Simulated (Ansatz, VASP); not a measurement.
## Cross-check of InGa3As3P between VASP and Ansatz

Aim: how closely do two programs agree when they are given the same cell, functional and k mesh? The cell is generated by rule, not measured, and may not be a known phase. The cell is taken from a series of runs on this material, whose earlier steps may have relaxed, scaled, displaced or heated it; both programs get it as it stands.

Main program and level: Ansatz 0.2.0; plane waves, with VASP 6.6.1 beside it; relaxation of cell and atoms at PBEsol.

### 1. Starting point

The structure is orthorhombic, space group Pmm2 (No. 25). The conventional cell has a = 4.034 Å, b = 4.034 Å, c = 11.410 Å, α = 90.00°, β = 90.00°, γ = 90.00°. Nearest to As lie 4 Ga at 2.47 Å. Nearest to As lie 2 Ga at 2.47 Å and 2 In at 2.47 Å. Nearest to Ga lie 2 As at 2.47 Å and 2 P at 2.47 Å. Ga has 4 As at 2.47 Å nearest. Nearest to Ga lie 4 As at 2.47 Å. Farther neighbours are not listed.

### 2. Ansatz: relaxation of cell and atoms, PBEsol, pair 1

Ansatz runs on its default PAW (the set named soft_2) files.

The relaxed volume is the usual yardstick between codes: in a stiff, nearly cubic crystal its relative difference is about their pressure difference at one cell divided by the bulk modulus.

input.yaml

```yaml
crystal:
  lattice:
    - [2.8525, 2.8525, 0.0]
    - [-2.8525, 2.8525, 0.0]
    - [0.0, 0.0, 11.41]
  atoms:
    - { symbol: As, position: [0.5, 0.0, 0.125] }
    - { symbol: As, position: [1.0, 0.5, 0.375] }
    - { symbol: As, position: [0.5, 0.0, 0.625] }
    - { symbol: Ga, position: [0.0, 0.0, 0.0] }
    - { symbol: Ga, position: [0.5, 0.5, 0.25] }
    - { symbol: Ga, position: [0.0, 0.0, 0.5] }
    - { symbol: In, position: [0.5, 0.5, 0.75] }
    - { symbol: P, position: [1.0, 0.5, 0.875] }
kpoints:
  mp_grid: { grid: [6, 6, 2] }
hamiltonian:
  xc: pbesol
scf:
  occupations: { method: gaussian, width: 0.1 }
output:
  forces: true
  stress: true
  eigenvalues: true
relax:
  adjacent_minimum: "off"
  f_tol: 0.05
  max_steps: 80
  cell: { stress_tol: 0.5 }
```

On the command line:

```sh
ansatz run input.yaml --threads 4 --pin off --max-ram 14336MiB --backend cpu --events-out ev --progress --plain --runs-dir out
```

Numbers of over 12 decimals in the logs are rounded to 6 here.

Log:

```text
The last accepted step is kept in <dir> (removed where the run ends without a failure and the disk answers)
Engine: ansatz 0.2.0, aarch64-unknown-linux-gnu
Pseudopotentials: kind: paw
Pseudopotential: As, paw, valence charge 15, recommended cutoff 420 eV (normal), As.paw.azcp
Pseudopotential: Ga, paw, valence charge 13, recommended cutoff 420 eV (normal), Ga.paw.azcp
Pseudopotential: In, paw, valence charge 13, recommended cutoff 420 eV (normal), In.paw.azcp
Pseudopotential: P, paw, valence charge 5, recommended cutoff 420 eV (normal), P.paw.azcp
Functional definition: PBEsol
  exchange = pbesol_x
  correlation = pbesol_c
Crystal: 8 atoms, lattice volume = 185.681 Å³
Basis set: ecut = 420 eV, 3631 PW (Γ), exchange–correlation on 54×54×160 points (8 copies of the dense FFT grid, shifted against one another)
Bands: 62, of which v1, the nominal top of the filled ones, is band 51 counted from 1 (50 counted from 0)
Symmetry: 4 space group operations
Space group: Pmm2 (ITA 25), of the structure as read, at distance tolerance 5.7e-5 Å
k-points: 32 of 72
Non-local potential: As, projectors of the file, l = 0: 2, l = 1: 2, l = 2: 3, l = 3: 1
Non-local potential: Ga, projectors of the file, l = 0: 2, l = 1: 2, l = 2: 3, l = 3: 1
Non-local potential: In, projectors of the file, l = 0: 2, l = 1: 2, l = 2: 2, l = 3: 2
Non-local potential: P, projectors of the file, l = 0: 2, l = 1: 2, l = 2: 2
PAW form: soft (Blöchl's): semilocal exchange-correlation on the pseudo side does not see the compensation charge
PAW frozen core: As, regenerated for the run's functional, and the local potential with it (the file was generated under x = pbe(κ = 0.804, μ = 0.219515), c = pbe(β = 0.066725))
PAW frozen core: Ga, regenerated for the run's functional, and the local potential with it (the file was generated under x = pbe(κ = 0.804, μ = 0.219515), c = pbe(β = 0.066725))
PAW frozen core: In, regenerated for the run's functional, and the local potential with it (the file was generated under x = pbe(κ = 0.804, μ = 0.219515), c = pbe(β = 0.066725))
PAW frozen core: P, regenerated for the run's functional, and the local potential with it (the file was generated under x = pbe(κ = 0.804, μ = 0.219515), c = pbe(β = 0.066725))
PAW one-centre angular grid: As, 590 points (default); XC on 64 Gauss nodes
PAW one-centre angular grid: Ga, 590 points (default); XC on 64 Gauss nodes
PAW one-centre angular grid: In, 590 points (default); XC on 64 Gauss nodes
PAW one-centre angular grid: P, 110 points (default); XC on 64 Gauss nodes
Initial density: superposition of atomic densities (neutral atoms: chi_scale 0, normalization atom), corrected by the library's trained network
Initial wavefunctions: pseudopotential atomic-orbital guess
Functional: x = pbesol(κ = 0.804, μ = 0.123457), c = pbesol(β = 0.046)
SCF iter   1: F=—  HF=-31936.138775 eV  |F-HF|=—  |Δ(HF+E_count)|=         —  Δρ=3.87e-3  dr2=4.66e-2  ethr=1.77e-3  ⟨swp⟩=6.7  Hψ=7898  notcnv=0  defer=3
preconditioner: auto → Resta (q_TF=auto, 2.469 Å⁻¹)  ε∞=3.6  [insulator: Δε(μ)=0.394 eV  Ē_g=14.228 eV  σ=0.100 eV  W_gap=0.99  n_scr=56 (ndim 8)  ℏωp=23.1 eV  f_vac=0.069  D(μ)=0.01/eV (n_scr^D=0)  ε∞_Penn≈3.6]
SCF iter   2: F=—  HF=-31936.121466 eV  |F-HF|=—  |Δ(HF+E_count)|=   1.73e-2  Δρ=1.82e-3  dr2=9.57e-3  ethr=4.57e-5  ⟨swp⟩=2.0  Hψ=2618  notcnv=0  defer=9
SCF iter   3: F=—  HF=-31936.119904 eV  |F-HF|=—  |Δ(HF+E_count)|=   1.56e-3  Δρ=6.24e-4  dr2=1.39e-3  ethr=9.38e-6  ⟨swp⟩=2.0  Hψ=2982  notcnv=0  defer=9
SCF iter   4: F=—  HF=-31936.119838 eV  |F-HF|=—  |Δ(HF+E_count)|=   6.58e-5  Δρ=2.93e-4  dr2=2.75e-4  ethr=1.36e-6  ⟨swp⟩=2.0  Hψ=2982  notcnv=0  defer=9
SCF iter   5: F=—  HF=-31936.119875 eV  |F-HF|=—  |Δ(HF+E_count)|=   3.74e-5  Δρ=1.28e-4  dr2=3.24e-5  ethr=2.70e-7  ⟨swp⟩=2.0  Hψ=2992  notcnv=0  defer=9
SCF iter   6: F=—  HF=-31936.119906 eV  |F-HF|=—  |Δ(HF+E_count)|=   3.08e-5  Δρ=3.29e-5  dr2=2.31e-6  ethr=3.18e-8  ⟨swp⟩=2.0  Hψ=2982  notcnv=0  defer=9
SCF iter   7: F=—  HF=-31936.119908 eV  |F-HF|=—  |Δ(HF+E_count)|=   2.23e-6  Δρ=1.06e-5  dr2=2.91e-7  ethr=2.27e-9  ⟨swp⟩=2.3  Hψ=3015  notcnv=0  defer=9
SCF iter   8: F=-31936.119909 eV  HF=-31936.119909 eV  |F-HF|=2.74e-9  |Δ(HF+E_count)|=   1.67e-7  Δρ=3.77e-6  dr2=2.14e-8  ethr=9.80e-11  ⟨swp⟩=11.2  Hψ=9779  notcnv=0
SCF 1 converged in 8 iterations: F = -31936.119909 eV  dr2 = 2.14e-8
  greatest PAW one-centre occupation: 0.999 electrons in one spin orbital (limit 2), on the As atom at site 2 (counted from 0), in its partial waves of l = 2
relax step   1: F+E_penalty+E_count = -31936.11990857 eV  Δ(F+E_penalty+E_count) = +0.000e0 eV  max|allowed force component| = 1.659e0 eV/Å  Δτ_max = 0.0000 Å  P = +0.907 GPa  Ω = 185.681 Å³  (8 SCF iters, dr2 threshold 1.00e-7 eV, accepted)
[...]
relax step   4: F+E_penalty+E_count = -31936.37152356 eV  Δ(F+E_penalty+E_count) = -6.755e-4 eV  max|allowed force component| = 7.413e-3 eV/Å  Δτ_max = 0.0041 Å  P = +0.001 GPa  Ω = 186.311 Å³  energy of the carried Pulay correction = -1.270e-4 eV  (5 SCF iters, dr2 threshold 2.20e-7 eV, accepted)
[...]
relax step   5: F+E_penalty+E_count = -31936.37167366 eV  Δ(F+E_penalty+E_count) = -1.501e-4 eV  max|allowed force component| = 7.414e-3 eV/Å  Δτ_max = 0.0000 Å  P = +0.001 GPa  Ω = 186.311 Å³  stress off target by 2.39e-2 GPa  SCF on the basis re-selected at this cell (its energy is not comparable with the rows above)  (4 SCF iters)
basis re-selected at this cell: Δ(F+E_penalty+E_count) = -1.501e-4 eV, ΔP = -0.000 GPa vs the last step (what re-selecting the basis moved, of the pressure what is left beyond the Pulay correction that the steps carried, after the strain that the cell walked since its last selection, with what the two solves' SCF thresholds leave and, on support functions, any second-order correction that the steps lacked; it is no measure of the basis error at this ecutwfc). The dense FFT grid was sized anew with the basis: this SCF ran on 30×27×80 points, the steps before it on 27×27×80, so part of this shift can come from that change (see relax.cell in the input reference). [rest of the remark cut]
SCF converged after 4 iterations
Free energy (F): -31936.371674 eV
Harris-Foulkes:  -31936.371674 eV  (|F-HF|=6.15e-10)
Internal energy: -31936.371525 eV  (E = F + TS)
E sigma→0 (E₀):  -31936.371599 eV
Entropy (-TS):   -0.000149 eV (-0.019 meV/atom)
Fermi energy:    7.968071 eV
--- Per-component energies (eV) ---
  E_band       = -1012.879521
  E_kinetic    = 971.585347
  E_local      = -14185.612458  (includes V_loc(G=0)·N_el)
  E_nonlocal   = -323.953467
  E_hartree    = 6975.741357
  E_xc         = -715.701407
  E_vxc        = -572.287826  (∫ρ·V_xc dr)
  E_paw        = -15867.548988  (= ΣΔE_a)
  E_vpaw       = -854.093389  (= ΣTr[D̂ρ^β])
  E_aug_tail   = -0.000312  (compensation charges beyond the density's cutoff)
  E_ewald      = -8796.651815
  E_core_change = 5.770218  (= ΣΔE_core)
  E_smearing   = -0.000149  (= −TS)
  E_closure    = 0.000000  (closes the sum)
  Σ components = -31936.371674   (vs F -31936.371674, Δ=0.00e0)
--- Forces (eV/Å), atoms counted from 1 ---
  atom   1  As     0.00000000     0.00000000     0.00498555
  atom   2  As     0.00000000     0.00000000     0.00646349
  atom   3  As     0.00000000    -0.00000000    -0.00018415
  atom   4  Ga     0.00000000    -0.00000000    -0.00498557
  atom   5  Ga    -0.00000000     0.00000000    -0.00561521
  atom   6  Ga    -0.00000000     0.00000000    -0.00741375
  atom   7  In     0.00000000     0.00000000     0.00028722
  atom   8  P      0.00000000    -0.00000000     0.00646451
  max |Σ_I F_I| component: 2.09e-6 eV/Å
--- Stress (GPa, compression-positive) ---
        0.003822       0.020086       0.000000
        0.020086       0.003822       0.000000
        0.000000       0.000000      -0.004366
  P = ⅓ Tr σ = 0.0011 GPa (0.011 kbar)
--- Band table (eV; the first three rows and the last of 32) ---
  k-point 0: bands = [... 47 lower, 6.3664, 7.6481, 7.7141, 7.8132, 8.1219, 9.0881, 9.3199, 9.6756, ... 7 higher]
  k-point 1: bands = [... 47 lower, 6.9215, 6.9838, 7.1923, 7.4055, 9.0577, 9.1706, 9.5538, 9.9223, ... 7 higher]
  k-point 2: bands = [... 47 lower, 6.1562, 6.3121, 7.0755, 7.6001, 9.3583, 9.5033, 10.0525, 10.3486, ... 7 higher]
  k-point 31: bands = [... 47 lower, 4.7507, 4.7710, 4.7846, 4.8314, 9.9753, 10.1845, 10.2694, 10.3515, ... 7 higher]
--- Relaxed structure (4 steps of the walk, 4 accepted, 1 SCFs on fresh bases) ---
  F+E_penalty+E_count = -31936.37167366 eV   max|allowed force component| = 7.414e-3 eV/Å   (the final SCF, on the basis selected at the relaxed cell)
  cell:  # Å, volume = 186.3114 Å³
    - [2.857624, 2.857624, 0]
    - [-2.849400, 2.849400, 0]
    - [0, 0, 11.440655]
  atoms:
    - { symbol: As, position: [0.5, 0, 0.125178] }
    - { symbol: As, position: [1.000000, 0.500000, 0.370113] }
    - { symbol: As, position: [0.5, 0, 0.614054] }
    - { symbol: Ga, position: [0, 0, 0.00294287] }
    - { symbol: Ga, position: [0.5, 0.500000, 0.247792] }
    - { symbol: Ga, position: [0, 0, 0.493095] }
    - { symbol: In, position: [0.5, 0.500000, 0.756777] }
    - { symbol: P, position: [1.000000, 0.500000, 0.890049] }
```

[end of part 1 of 3]

[Lines on the potential files, build, host, timing and source positions are cut from VASP's logs without a mark.]

[Logs are printed without paths, hosts, clocks, repeated set-up lines and the standing remarks that a program may print on its own settings, such as how far it seeks lower states.]

[Hosts, paths, dates, database ids (printed as entryN), source tags and the programs' standing remarks are cut or masked in the printed files.]
